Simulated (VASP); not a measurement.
# Al2GaP3 (Cc) in VASP: density of states with PBE

Aim: the density of states of Al2GaP3 with PBE.

Everything below comes from runs of VASP 6.6.1. Logs are shortened: lines on timing, memory, paths and dates and some standing lists are left out, and cuts for length are marked.

## (1) The crystal as given

It takes space group Cc (No. 9, monoclinic). Conventional cell: a = 6.744 Å, b = 11.680 Å, c = 6.744 Å, α = 90.00°, β = 109.48°, γ = 90.00°. Around Al (site symmetry 1) lie 4 P at 2.38 Å. Al (site symmetry 1) is surrounded by 4 P at 2.38 Å. Around Ga (site symmetry 1) lie 4 P at 2.39 Å. Around P (site symmetry 1) lie 3 Al at 2.38 Å and 1 Ga at 2.39 Å. P (site symmetry 1) is surrounded by 2 Al at 2.38 Å and 2 Ga at 2.39 Å. P (site symmetry 1) is surrounded by 3 Al at 2.38 Å and 1 Ga at 2.39 Å.

The cell was built by a generator and needn't be a form met in nature.

## (2) Density of states, PBE

POSCAR reads:

```
Al2GaP3
1.0
    3.3721900000     -5.8399800000      0.0000000000
    3.3721900000      5.8399800000      0.0000000000
   -2.2492850000      0.0000000000      6.3580130000
Al Ga P
4 2 6
Direct
    0.4167190000      0.5834120000      0.9999560000
    0.7497190000      0.2497900000      0.9999610000
    0.5834120000      0.4167190000      0.4999560000
    0.2497900000      0.7497190000      0.4999610000
    0.0830920000      0.9166510000      0.9999700000
    0.9166510000      0.0830920000      0.4999700000
    0.7073170000      0.5406610000      0.8745890000
    0.0417420000      0.2091070000      0.8755180000
    0.3754330000      0.8748260000      0.8745570000
    0.5406610000      0.7073170000      0.3745890000
    0.2091070000      0.0417420000      0.3755180000
    0.8748260000      0.3754330000      0.3745570000
```

INCAR.step1 reads:

```
SYSTEM = Al2GaP3
PREC = Accurate
ENCUT = 520
EDIFF = 1E-6
ISMEAR = 0
SIGMA = 0.03
LREAL = .False.
LASPH = .True.
NELM = 100
ALGO = Normal
ISIF = 2
LWAVE = .False.
LCHARG = .True.
GGA = PE
KPAR = 8
```

KPOINTS.step1 reads:

```
regular mesh
0
Gamma
  6 6 4
  0 0 0
```

INCAR.step2 reads:

```
SYSTEM = Al2GaP3
PREC = Accurate
ENCUT = 520
EDIFF = 1E-6
ISMEAR = -5
SIGMA = 0.03
LREAL = .False.
LASPH = .True.
NELM = 100
ALGO = Normal
ISIF = 2
LWAVE = .False.
LCHARG = .False.
GGA = PE
LORBIT = 11
KPAR = 8
NEDOS = 2001
ICHARG = 11
```

KPOINTS.step2 reads:

```
regular mesh
0
Gamma
  9 9 6
  0 0 0
```

Potentials or basis: VASP PAW PBE potentials, release 64 (Al, Ga_d, P).

Launch:

```
$ cat potpaw_PBE.64/Al/POTCAR potpaw_PBE.64/Ga_d/POTCAR potpaw_PBE.64/P/POTCAR > POTCAR
$ cp INCAR.step1 INCAR
$ cp KPOINTS.step1 KPOINTS
$ mpirun -np 8 vasp_std > vasp.out
$ cp INCAR.step2 INCAR
$ cp KPOINTS.step2 KPOINTS
$ mpirun -np 8 vasp_std > vasp.out
```

OUTCAR:

```text
SYSTEM = Al2GaP3
   PREC = Accurate
   ENCUT = 520
   EDIFF = 1E-6
   ISMEAR = -5
   LREAL = .False.
   LASPH = .True.
   NELM = 100
   ISIF = 2
   GGA = PE
   LORBIT = 11
   ICHARG = 11

 ion  position               nearest neighbor table
   1  0.417  0.583  1.000-  10 2.38   8 2.38   7 2.38   9 2.38
   2  0.750  0.250  1.000-   8 2.38  12 2.38   9 2.38   7 2.38
   3  0.583  0.417  0.500-   7 2.38  11 2.38  10 2.38  12 2.38
   4  0.250  0.750  0.500-  11 2.38   9 2.38  12 2.38  10 2.38
   5  0.083  0.917  1.000-   8 2.39  11 2.39   7 2.39   9 2.39
   6  0.917  0.083  0.500-  11 2.39   8 2.39  10 2.39  12 2.39
   7  0.707  0.541  0.875-   3 2.38   1 2.38   2 2.38   5 2.39
   8  0.042  0.209  0.876-   2 2.38   1 2.38   5 2.39   6 2.39
   9  0.375  0.875  0.875-   4 2.38   2 2.38   1 2.38   5 2.39
  10  0.541  0.707  0.375-   1 2.38   3 2.38   4 2.38   6 2.39
  11  0.209  0.042  0.376-   4 2.38   3 2.38   6 2.39   5 2.39
  12  0.875  0.375  0.375-   2 2.38   4 2.38   3 2.38   6 2.39

  LATTYP: Found a base centered monoclinic cell.
 ALAT       =     6.7443800000
 B/A-ratio  =     1.7318063336
 C/A-ratio  =     0.9999664812
 COS(beta)  =    -0.3335162603

  Lattice vectors:

 A1 = (   3.3721900000,  -5.8399800000,   0.0000000000)
 A2 = (   3.3721900000,   5.8399800000,   0.0000000000)
 A3 = (  -2.2492850000,   0.0000000000,   6.3580130000)

Analysis of symmetry for initial positions (statically):
=====================================================================
 Subroutine PRICEL returns:
 Original cell was already a primitive cell.

 Routine SETGRP: Setting up the symmetry group for a
 base centered monoclinic supercell.

 Subroutine GETGRP returns: Found  2 space group operations
 (whereof  1 operations were pure point group operations)
 out of a pool of  4 trial point group operations.

The static configuration has the point symmetry C_1 .
 The point group associated with its full space group is C_1h.

Analysis of symmetry for dynamics (positions and initial velocities):
=====================================================================
 Subroutine PRICEL returns:
 Original cell was already a primitive cell.

 Routine SETGRP: Setting up the symmetry group for a
 base centered monoclinic supercell.

 Subroutine GETGRP returns: Found  2 space group operations
 (whereof  1 operations were pure point group operations)
 out of a pool of  4 trial point group operations.

The dynamic configuration has the point symmetry C_1 .
 The point group associated with its full space group is C_1h.

 Subroutine INISYM returns: Found  2 space group operations
 (whereof  1 operations are pure point group operations),
 and found     1 'primitive' translations

----------------------------------------------------------------------------------------

                                     Primitive cell

  volume of cell :     250.4233

  direct lattice vectors                    reciprocal lattice vectors
     3.372190000 -5.839980000  0.000000000     0.148271598 -0.085616732  0.052454294
     3.372190000  5.839980000  0.000000000     0.148271598  0.085616732  0.052454294
    -2.249285000  0.000000000  6.358013000     0.000000000  0.000000000  0.157281843

  length of vectors
     6.743666050  6.743666050  6.744153937     0.179070222  0.179070222  0.157281843

  position of ions in fractional coordinates (direct lattice)
     0.416719000  0.583412000  0.999956000
     0.749719000  0.249790000  0.999961000
     0.583412000  0.416719000  0.499956000
     0.249790000  0.749719000  0.499961000
     0.083092000  0.916651000  0.999970000
     0.916651000  0.083092000  0.499970000
     0.707317000  0.540661000  0.874589000
     0.041742000  0.209107000  0.875518000
     0.375433000  0.874826000  0.874557000
     0.540661000  0.707317000  0.374589000
     0.209107000  0.041742000  0.375518000
     0.874826000  0.375433000  0.374557000

  ion indices of the primitive-cell ions
   primitive index   ion index
                 1           1
                 2           2
                 3           3
                 4           4
                 5           5
                 6           6
                 7           7
                 8           8
                 9           9
                10          10
[... 34 lines left out ...]
  0.111111 -0.000000  0.000000      4.000000
  0.222222  0.000000  0.000000      4.000000
  0.333333  0.000000 -0.000000      4.000000
  0.444444  0.000000  0.000000      4.000000
  0.111111  0.111111  0.000000      2.000000
[... 16 lines left out ...]
 -0.333333  0.333333  0.000000      2.000000
  0.444444  0.444444  0.000000      2.000000
 [... further k-points ...]
   k-points           NKPTS =    140   k-points in BZ     NKDIM =    140   number of bands    NBANDS=     41
   number of dos      NEDOS =   2001   number of ions     NIONS =     12
   total plane-waves  NPLWV = 125000
   dimension x,y,z NGX =    50 NGY =   50 NGZ =   50
   dimension x,y,z NGXF=   100 NGYF=  100 NGZF=  100
   ions per type =               4   2   6
   NGX,Y,Z   is equivalent  to a cutoff of  12.33, 12.33, 12.33 a.u.
   NGXF,Y,Z  is equivalent  to a cutoff of  24.65, 24.65, 24.65 a.u.
 SYSTEM =  Al2GaP3
   PREC   = accura    normal or accurate (medium, high low for compatibility)
   ISTART =      0    job   : 0-new  1-cont  2-samecut
   ICHARG =     11    charge: 1-file 2-atom 10-const
   ISPIN  =      1    spin polarized calculation?
   LNONCOLLINEAR =      F non collinear calculations
   LSORBIT =      F    spin-orbit coupling
   LASPH  =      T    aspherical Exc in radial PAW
   ENCUT  =  520.0 eV  38.22 Ry    6.18 a.u.  12.54 12.54 12.54*2*pi/ulx,y,z
   NELM   =    100;   NELMIN=  2; NELMDL=  0     # of ELM steps
   EDIFF  = 0.1E-05   stopping-criterion for ELM
   LREAL  =      F    real-space projection
   EDIFFG = 0.1E-04   stopping-criterion for IOM
   NSW    =      0    number of steps for IOM
   IBRION =     -1    ionic relax: 0-MD 1-quasi-New 2-CG
   NFREE  =      0    steps in history (QN), initial steepest desc. (CG)
   ISIF   =      2    stress and relaxation
   ISYM   =      2    0-nonsym 1-usesym 2-fastsym
   POTIM  = 0.5000    time-step for ionic-motion
   TEBEG  =    0.0;   TEEND  =   0.0 temperature during run
   PSTRESS=    0.0 pullay stress
   NELECT =      68.0000    total number of electrons
   NUPDOWN=      -1.0000    fix difference up-down
   EMIN   =  10.00;   EMAX   =-10.00  energy-range for DOS
   EFERMI =   0.00;   METHOD = LEGACY
   ISMEAR =    -5;   SIGMA  =   0.03  broadening in eV -4-tet -1-fermi 0-gaus
   EFERMI_NEDOS =   21; number of points for ismear=-14 and -15
   IALGO  =     38    algorithm
   IMIX   =      4    mixing-type and parameters
     AMIX     =   0.40;   BMIX     =  1.00
     AMIX_MAG =   1.60;   BMIX_MAG =  1.00
  volume/ion in A,a.u.               =      20.87       140.83
  Fermi-wavevector in a.u.,A,eV,Ry     =   1.060115  2.003326 15.290815  1.123843
  Thomas-Fermi vector in A             =   2.195484
   LORBIT       =     11    0 simple, 1 ext, 2 COOP (PROOUT), +10 PAW based schemes
   GGA     = PE    functional components
   LHFCALC =     F    Hartree Fock is set to
   AEXX    =    0.0000 exact exchange contribution
   IVDW    =     0    specifies the selected vdW correction
   LEPSILON=     F    determine dielectric tensor
   LRPA    =     F    only Hartree local field effects (RPA)
 non-spin polarized calculation
 Fermi weights with tetrahedron method with Bloechl corrections
  energy-cutoff  :      520.00
  volume of cell :      250.42
 maximum number of plane-waves:      6787
 NGX is ok and might be reduce to    50

 number of electron      68.0000021 magnetization

 Free energy of the ion-electron system (eV)
  ---------------------------------------------------
  ext. energy  EPLUGINS =         0.00000000
  ---------------------------------------------------
  free energy    TOTEN  =       -59.73278781 eV

  energy without entropy =      -59.73278781  energy(sigma->0) =      -59.73278781

 E-fermi :   4.3438     XC(G=0):  -9.3059

 val. band max:        4.3413193197   @ k =   0.0000   0.0000   0.0000
 cond. band min:       6.0491224815   @ k =  -0.4444   0.4444   0.0000
 fundamental gap:      1.7078031618
 Fermi energy:         4.3438116089

 k-point     1 :       0.0000    0.0000    0.0000
  band No.  band energies     occupation
      1      -9.9228      2.00000
      2      -9.9085      2.00000
      3      -9.8921      2.00000
      4      -9.8906      2.00000
      5      -9.8750      2.00000
      6      -9.8611      2.00000
[... 1045 lines left out ...]
     40       8.1992      0.00000
     41       8.3617      0.00000

 [... further k-points ...]

------------------------ aborting loop because EDIFF is reached ----------------------------------------

  FORCE on cell =-STRESS in cart. coord.  units (eV):
  Direction    XX          YY          ZZ          XY          YZ          ZX
  --------------------------------------------------------------------------------------
  -------------------------------------------------------------------------------------
  Total       -0.1403872     -0.1415253     -0.1137509      0.0000000      0.0000000      0.0000384
  in kB       -0.8981796     -0.9054609     -0.7277640      0.0000000      0.0000000      0.0002455
  external PRESSURE =      -0.8438015 kB  Pullay stress =       0.0000000 kB

 VOLUME and BASIS-vectors are now :
 -----------------------------------------------------------------------------
  energy-cutoff  :      520.00
  volume of cell :      250.42
      direct lattice vectors                 reciprocal lattice vectors
     3.372190000 -5.839980000  0.000000000     0.148271598 -0.085616732  0.052454294
     3.372190000  5.839980000  0.000000000     0.148271598  0.085616732  0.052454294
    -2.249285000  0.000000000  6.358013000     0.000000000  0.000000000  0.157281843

 POSITION                                       TOTAL-FORCE (eV/Angst)
 -----------------------------------------------------------------------------------
      1.12345      0.97348      6.35773         0.005615     -0.000517     -0.001577
      1.12134     -2.91958      6.35777        -0.001556      0.002097     -0.001437
      2.24809     -0.97348      3.17873         0.005615      0.000517     -0.001577
      2.24598      2.91958      3.17876        -0.001556     -0.002097     -0.001437
      1.12211      4.86797      6.35782        -0.002145     -0.003087     -0.001031
      2.24675     -4.86797      3.17882        -0.002145      0.003087     -0.001031
      2.24122     -0.97327      5.56065         0.003401     -0.000183      0.001150
     -1.12338      0.97741      5.56655        -0.001200      0.001805      0.000846
      2.24898      2.91645      5.56044        -0.004115      0.000006      0.002050
      3.36586      0.97327      2.38164         0.003401      0.000183      0.001150
      0.00126     -0.97741      2.38755        -0.001200     -0.001805      0.000846
      3.37363     -2.91645      2.38144        -0.004115     -0.000006      0.002050
 -----------------------------------------------------------------------------------
    total drift:                               -0.000103     -0.000000     -0.000113

  FREE ENERGIE OF THE ION-ELECTRON SYSTEM (eV)
  ---------------------------------------------------
  free  energy   TOTEN  =       -59.7327878087 eV

  energy  without entropy=      -59.7327878087  energy(sigma->0) =      -59.73278781

 total charge

# of ion       s       p       d       tot
------------------------------------------
    1        0.396   0.377   0.000   0.773
    2        0.396   0.377   0.000   0.773
    3        0.396   0.377   0.000   0.773
    4        0.396   0.377   0.000   0.773
    5        0.856   0.803  10.006  11.665
    6        0.856   0.803  10.006  11.665
    7        1.013   1.562   0.000   2.575
    8        1.016   1.543   0.000   2.559
    9        1.013   1.562   0.000   2.575
   10        1.013   1.562   0.000   2.575
   11        1.016   1.543   0.000   2.559
   12        1.013   1.562   0.000   2.575
--------------------------------------------------
tot          9.379  12.449  20.012  41.840
```

Wall time 4.7 min (8 MPI ranks of Intel Xeon Platinum 8488C (Sapphire Rapids), shared host); peak memory 1.2 GiB.

Results:

```
Valence electrons inside the program's atomic spheres : Al 0.77; Ga 11.66; P 2.58, 2.56
```

States per cell in windows of 1 eV (zero at the valence-band top; states under -8 eV left out):
| from (eV) | total | P8_p | P11_p | P9_p | P12_p | P7_p | P10_p |
| --- | --- | --- | --- | --- | --- | --- | --- |
| -8.0 | 0.00 | 0.00 | 0.00 | 0.00 | 0.00 | 0.00 | 0.00 |
| -7.0 | 0.00 | 0.00 | 0.00 | 0.00 | 0.00 | 0.00 | 0.00 |
| -6.0 | 5.74 | 0.17 | 0.17 | 0.14 | 0.14 | 0.14 | 0.14 |
| -5.0 | 3.77 | 0.09 | 0.09 | 0.12 | 0.12 | 0.12 | 0.12 |
| -4.0 | 4.26 | 0.15 | 0.15 | 0.16 | 0.16 | 0.16 | 0.16 |
| -3.0 | 8.35 | 0.35 | 0.35 | 0.37 | 0.37 | 0.37 | 0.37 |
| -2.0 | 9.27 | 0.47 | 0.47 | 0.49 | 0.49 | 0.48 | 0.48 |
| -1.0 | 4.64 | 0.29 | 0.29 | 0.27 | 0.27 | 0.27 | 0.27 |
| 0.0 | 0.00 | 0.00 | 0.00 | 0.00 | 0.00 | 0.00 | 0.00 |
| 1.0 | 0.21 | 0.00 | 0.00 | 0.00 | 0.00 | 0.00 | 0.00 |
| 2.0 | 4.89 | 0.07 | 0.07 | 0.05 | 0.05 | 0.05 | 0.05 |
| 3.0 | 7.37 | 0.11 | 0.11 | 0.10 | 0.10 | 0.10 | 0.10 |
| 4.0 | 1.52 | 0.02 | 0.02 | 0.02 | 0.02 | 0.02 | 0.02 |
